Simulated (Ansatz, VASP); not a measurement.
# Cu (Cu(321) slab): VASP beside Ansatz, part 2 of 2

Aim: how closely do two programs agree when they are given the same cell, functional and k mesh? The cell is taken from a series of runs on this material, whose earlier steps may have relaxed, scaled, displaced or heated it; both programs get it as it stands.

VASP 6.6.1 and Ansatz 0.2.0.

So far: The starting structure; VASP: single point, PBEsol.

### Step 3. Ansatz: single point, PBEsol

Level of this step: Ansatz beside VASP: Kohn-Sham DFT, plane waves, PBEsol (Ansatz).

Ansatz runs on its default PAW (the set named soft_2) files.

The same cell, functional, mesh and smearing now go to Ansatz, which takes its cutoff from its data sets.

File input.yaml:

```yaml
crystal:
  lattice:
    - [4.45195, 0.0, 0.0]
    - [-1.48398, 5.55255, 0.0]
    - [0.0, 0.0, 27.14368]
  atoms:
    - { symbol: Cu, position: [0.27943, 0.35101, 0.28252] }
    - { symbol: Cu, position: [0.71099, 0.14552, 0.29746] }
    - { symbol: Cu, position: [0.14112, 0.93027, 0.31285] }
    - { symbol: Cu, position: [0.56896, 0.71856, 0.32911] }
    - { symbol: Cu, position: [0.99475, 0.50988, 0.34667] }
    - { symbol: Cu, position: [0.42956, 0.29167, 0.36698] }
    - { symbol: Cu, position: [0.85697, 0.0731, 0.38437] }
    - { symbol: Cu, position: [0.28497, 0.85751, 0.40185] }
    - { symbol: Cu, position: [0.71405, 0.64426, 0.41966] }
    - { symbol: Cu, position: [0.14083, 0.4299, 0.43731] }
    - { symbol: Cu, position: [0.57027, 0.21439, 0.45542] }
    - { symbol: Cu, position: [0.99985, 0.99979, 0.47332] }
    - { symbol: Cu, position: [0.42828, 0.78551, 0.49102] }
    - { symbol: Cu, position: [0.85744, 0.57164, 0.50898] }
    - { symbol: Cu, position: [0.28586, 0.35736, 0.52668] }
    - { symbol: Cu, position: [0.71544, 0.14275, 0.54458] }
    - { symbol: Cu, position: [0.14488, 0.92724, 0.56269] }
    - { symbol: Cu, position: [0.57167, 0.71288, 0.58034] }
    - { symbol: Cu, position: [0.00074, 0.49963, 0.59815] }
    - { symbol: Cu, position: [0.42875, 0.28404, 0.61563] }
    - { symbol: Cu, position: [0.85616, 0.06548, 0.63302] }
    - { symbol: Cu, position: [0.29097, 0.84727, 0.65333] }
    - { symbol: Cu, position: [0.71676, 0.63858, 0.67089] }
    - { symbol: Cu, position: [0.14459, 0.42687, 0.68715] }
    - { symbol: Cu, position: [0.57473, 0.21163, 0.70254] }
    - { symbol: Cu, position: [0.00629, 0.00613, 0.71748] }
kpoints:
  mp_grid: { grid: [8, 6, 1] }
hamiltonian:
  xc: pbesol
scf:
  occupations: { method: fermi_dirac, width: 0.1 }
output:
  forces: true
```

The run is started by

```sh
$ ansatz run input.yaml --threads 6 --pin off --max-ram 102400MiB --backend cuda --events-out ev --progress --plain --runs-dir out
```

Numbers of over 12 decimals in the logs are rounded to 6 here.

The program printed:

```text
Warning: the atoms were moved onto the symmetric positions of the space group found under crystal.symmetry.tolerance 1.0e-5 (fractional; no operation is sought that the atoms, as they stand in a round, miss by more than twice it, and no atom is moved by as much as it), and the run uses the moved positions. Before a round's move an operation carried an atom to 5.00e-5 Å from where it should land, the largest such dist [...]
Engine: ansatz 0.2.0, x86_64-unknown-linux-gnu
Pseudopotentials: kind: paw
Pseudopotential: Cu, paw, valence charge 19, recommended cutoff 420 eV (normal), Cu.paw.azcp
Functional definition: PBEsol
  exchange = pbesol_x
  correlation = pbesol_c
device memory: the entry about to start is reckoned to put 15.6 GiB on a device that reports 78.6 GiB free
GPU FFT provider: cuFFT
GPU libraries: cuBLAS 13.8.2, cuFFT 12.4.0, cuSOLVER 12.3.4
Crystal: 26 atoms, lattice volume = 670.983 Å³
Basis set: ecut = 420 eV, 13189 PW (Γ), exchange–correlation on 60×80×384 points (8 copies of the dense FFT grid, shifted against one another)
Bands: 273, of which v1, the nominal top of the filled ones, is band 247 counted from 1 (246 counted from 0)
Symmetry: 2 space group operations
Space group: P-1 (ITA 2), of the structure as read, at distance tolerance 8.8e-5 Å
k-points: 26 of 48
Non-local potential: Cu, projectors of the file, l = 0: 3, l = 1: 2, l = 2: 3, l = 3: 1
PAW form: soft (Blöchl's): semilocal exchange-correlation on the pseudo side does not see the compensation charge
PAW frozen core: Cu, regenerated for the run's functional, and the local potential with it (the file was generated under x = pbe(κ = 0.804, μ = 0.219515), c = pbe(β = 0.066725))
PAW one-centre angular grid: Cu, 590 points (default); XC on 64 Gauss nodes
Initial density: superposition of atomic densities (neutral atoms: chi_scale 0, normalization atom), corrected by the library's trained network
Initial wavefunctions: pseudopotential atomic-orbital guess
GPU buffer pool allocated for 230400 grid points (all kernels)
GPU transforms: local potential and band sums: pruned to the plane-wave sphere, on 30×40×192
Functional: x = pbesol(κ = 0.804, μ = 0.123457), c = pbesol(β = 0.046)
SCF iter   1: F=—  HF=-171301.956452 eV  |F-HF|=—  |Δ(HF+E_count)|=         —  Δρ=1.44e-2  dr2=9.17e-1  ethr=1.77e-3  ⟨swp⟩=6.1  Hψ=27888  notcnv=0  defer=105
preconditioner: auto → LDOS  [metal: Δε(μ)=0.035 eV  Ē_g=6.131 eV  σ=0.100 eV  W_gap=0.09  n_scr=202 (ndim 8)  ℏωp=24.2 eV  f_vac=0.505  D(μ)=8.25/eV (n_scr^D=36)  β→1.0]
SCF iter   2: F=—  HF=-171303.634234 eV  |F-HF|=—  |Δ(HF+E_count)|=    1.68e0  Δρ=4.37e-2  dr2=6.93e0  ethr=1.86e-4  ⟨swp⟩=3.0  Hψ=18799  notcnv=0  defer=230  recentre
SCF iter   3: F=—  HF=-171301.811741 eV  |F-HF|=—  |Δ(HF+E_count)|=    1.82e0  Δρ=1.82e-3  dr2=2.10e-2  ethr=1.86e-4  ⟨swp⟩=2.8  Hψ=16097  notcnv=0  defer=278
SCF iter   4: F=—  HF=-171301.812619 eV  |F-HF|=—  |Δ(HF+E_count)|=   8.79e-4  Δρ=5.62e-4  dr2=1.42e-3  ethr=4.25e-6  ⟨swp⟩=3.0  Hψ=11215  notcnv=0  defer=278
SCF iter   5: F=—  HF=-171301.806607 eV  |F-HF|=—  |Δ(HF+E_count)|=   6.01e-3  Δρ=1.69e-4  dr2=1.57e-4  ethr=2.88e-7  ⟨swp⟩=2.1  Hψ=10731  notcnv=0  defer=278
SCF iter   6: F=—  HF=-171301.806613 eV  |F-HF|=—  |Δ(HF+E_count)|=   6.73e-6  Δρ=9.53e-5  dr2=4.30e-5  ethr=3.17e-8  ⟨swp⟩=2.7  Hψ=11104  notcnv=0  defer=278
SCF iter   7: F=—  HF=-171301.811903 eV  |F-HF|=—  |Δ(HF+E_count)|=   5.29e-3  Δρ=5.59e-5  dr2=1.54e-5  ethr=8.71e-9  ⟨swp⟩=2.7  Hψ=10808  notcnv=0  defer=278
SCF iter   8: F=—  HF=-171301.811900 eV  |F-HF|=—  |Δ(HF+E_count)|=   2.76e-6  Δρ=1.73e-5  dr2=1.60e-6  ethr=3.12e-9  ⟨swp⟩=2.0  Hψ=10549  notcnv=0  defer=278
SCF iter   9: F=—  HF=-171301.811902 eV  |F-HF|=—  |Δ(HF+E_count)|=   1.74e-6  Δρ=1.05e-5  dr2=5.66e-7  ethr=3.23e-10  ⟨swp⟩=3.7  Hψ=16564  notcnv=0  defer=278
SCF iter  10: F=—  HF=-171301.811902 eV  |F-HF|=—  |Δ(HF+E_count)|=   1.84e-7  Δρ=5.74e-6  dr2=2.19e-7  ethr=1.14e-10  ⟨swp⟩=2.1  Hψ=10739  notcnv=0  defer=278
SCF iter  11: F=-171301.811902 eV  HF=-171301.811902 eV  |F-HF|=8.68e-8  |Δ(HF+E_count)|=   5.91e-7  Δρ=2.36e-6  dr2=3.65e-8  ethr=2.02e-11  ⟨swp⟩=4.1  Hψ=23890  notcnv=0
SCF 1 converged in 11 iterations: F = -171301.811902 eV  dr2 = 3.65e-8
  greatest PAW one-centre occupation: 1.000 electrons in one spin orbital (limit 2), on the Cu atom at site 25 (counted from 0), in its partial waves of l = 0
SCF converged after 11 iterations
Free energy (F): -171301.811902 eV
Harris-Foulkes:  -171301.811902 eV  (|F-HF|=8.68e-8)
Internal energy: -171301.546803 eV  (E = F + TS)
E sigma→0 (E₀):  -171301.679353 eV
Entropy (-TS):   -0.265100 eV (-10.196 meV/atom)
Fermi energy:    5.144117 eV
--- Per-component energies (eV) ---
  E_band       = -14965.586887
  E_kinetic    = 7793.053421
  E_local      = -1278313.704534  (includes V_loc(G=0)·N_el)
  E_nonlocal   = 10212.180865
  E_hartree    = 630031.211839
  E_xc         = -2297.937647
  E_vxc        = -2977.681689  (∫ρ·V_xc dr)
  E_paw        = -42315.226302  (= ΣΔE_a)
  E_vpaw       = -11741.997921  (= ΣTr[D̂ρ^β])
  E_aug_tail   = 0.006328  (compensation charges beyond the density's cutoff)
  E_ewald      = 503583.507970
  E_core_change = 5.361257  (= ΣΔE_core)
  E_smearing   = -0.265100  (= −TS)
  E_closure    = -0.000000  (closes the sum)
  Σ components = -171301.811902   (vs F -171301.811902, Δ=0.00e0)
--- Forces (eV/Å), atoms counted from 1 ---
  atom   1  Cu    -0.00754860    -0.09030830     0.42442466
  atom   2  Cu     0.01141070    -0.00774527     0.31970823
  atom   3  Cu     0.00767398     0.09380532     0.24537663
  atom   4  Cu    -0.02239943     0.01607859     0.18311209
  atom   5  Cu     0.04103335    -0.01500388     0.08681755
  atom   6  Cu     0.01015222    -0.00913062    -0.00143483
  atom   7  Cu    -0.00023506    -0.01500334     0.01907333
  atom   8  Cu    -0.00555380     0.00401423     0.00391269
  atom   9  Cu     0.00153079    -0.00221731     0.00157888
  atom  10  Cu     0.00011072    -0.01206285     0.01374737
  atom  11  Cu    -0.00346040     0.00752932    -0.00943691
  atom  12  Cu    -0.00539664     0.00632531    -0.00057149
  atom  13  Cu     0.00507766    -0.00017908     0.00583372
  atom  14  Cu    -0.00507766     0.00017908    -0.00583372
  atom  15  Cu     0.00539664    -0.00632531     0.00057149
  atom  16  Cu     0.00346040    -0.00752932     0.00943691
  atom  17  Cu    -0.00011072     0.01206285    -0.01374737
  atom  18  Cu    -0.00153079     0.00221731    -0.00157888
  atom  19  Cu     0.00555380    -0.00401423    -0.00391269
  atom  20  Cu     0.00023506     0.01500334    -0.01907333
  atom  21  Cu    -0.01015222     0.00913062     0.00143483
  atom  22  Cu    -0.04103335     0.01500388    -0.08681755
  atom  23  Cu     0.02239943    -0.01607859    -0.18311209
  atom  24  Cu    -0.00767398    -0.09380532    -0.24537663
  atom  25  Cu    -0.01141070     0.00774527    -0.31970823
  atom  26  Cu     0.00754860     0.09030830    -0.42442466
  max |Σ_I F_I| component: 1.11e-16 eV/Å
```

Reading the cycles: dr2 is the Hartree energy of the density residual (eV), the measure of convergence; HF is the Harris–Foulkes estimate of the energy, which meets the free energy F at convergence.

### Step 4. Side by side

Known differences besides the potentials themselves: the data sets hold 494 valence electrons in Ansatz (on its default PAW (the set named soft_2) files) and 286 in VASP; the cutoff is 420 eV in Ansatz and 520 eV in VASP; Ansatz makes its cores anew for this functional, VASP keeps those of its PBE data sets. Total energies have different zeros and are not compared.

Forces on 7 of the 26 atoms, those with the largest forces and the largest differences (eV/Å; atoms numbered as in POSCAR):

| atom | Ansatz x, y, z | VASP x, y, z |
| --- | --- | --- |
| Cu1 | -0.008, -0.090, 0.424 | -0.007, -0.076, 0.382 |
| Cu2 | 0.011, -0.008, 0.320 | 0.011, -0.004, 0.289 |
| Cu3 | 0.008, 0.094, 0.245 | 0.008, 0.085, 0.223 |
| Cu23 | 0.022, -0.016, -0.183 | 0.019, -0.014, -0.172 |
| Cu24 | -0.008, -0.094, -0.245 | -0.008, -0.085, -0.223 |
| Cu25 | -0.011, 0.008, -0.320 | -0.011, 0.004, -0.289 |
| Cu26 | 0.008, 0.090, -0.424 | 0.007, 0.076, -0.382 |

The forces differ by 9.8 meV/Å r.m.s., which is 10.6 % of the r.m.s. force of 0.092 eV/Å (both taken over all components). With vacuum in the cell, a pressure given here is an average over mostly empty space and none of the material.

### Step 5. What came out

```json
{
  "r.m.s. force difference (single point, PBEsol)": "9.8 meV/Å"
}
```

**Reading.** The r.m.s. force difference is 9.8 meV/Å (single point, PBEsol), within the 12 meV/Å picked in this series as the mark of a large difference. The data sets hold unlike numbers of valence electrons (494 in Ansatz and 286 in VASP), so part of the differences comes from the potentials. How closely two codes agree says nothing of how well the functional describes the real material.

[Lines on the potential files, build, host, timing and source positions are cut from VASP's logs without a mark.]

[Logs are printed without paths, hosts, clocks, repeated set-up lines and the standing remarks that a program may print on its own settings, such as how far it seeks lower states.]

[Hosts, paths, dates, database ids (printed as entryN), source tags and the programs' standing remarks are cut or masked in the printed files.]
